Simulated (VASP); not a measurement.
Here is the system:

```
CELL_PARAMETERS angstrom
      0.00000     3.64883     3.64883
      3.64883     0.00000     3.64883
      3.64883     3.64883     0.00000
ATOMIC_POSITIONS crystal
  K  0.25000 0.25000 0.25000
  K  0.75000 0.75000 0.75000
  S  0.00000 0.00000 0.00000
```

Method: PW91 GGA, VASP's PBE PAW potentials (set 64) (plane waves; VASP 6.6.1). Run with 520 eV cut-off, 5×5×5 Γ-centred mesh, Gaussian smearing of 0.050 eV, potentials K_sv S.

Problem. Estimate the energy per atom (σ→0), pressure.

Solution. 
- energy per atom (σ→0): -3.164 eV/atom
- pressure: 1.39 GPa

Total energies compare only between runs with the same potentials, cut-off and functional.

The compound is K2S in the antifluorite structure. This cell is one point of a volume scan, at 0.94 of the reference volume.
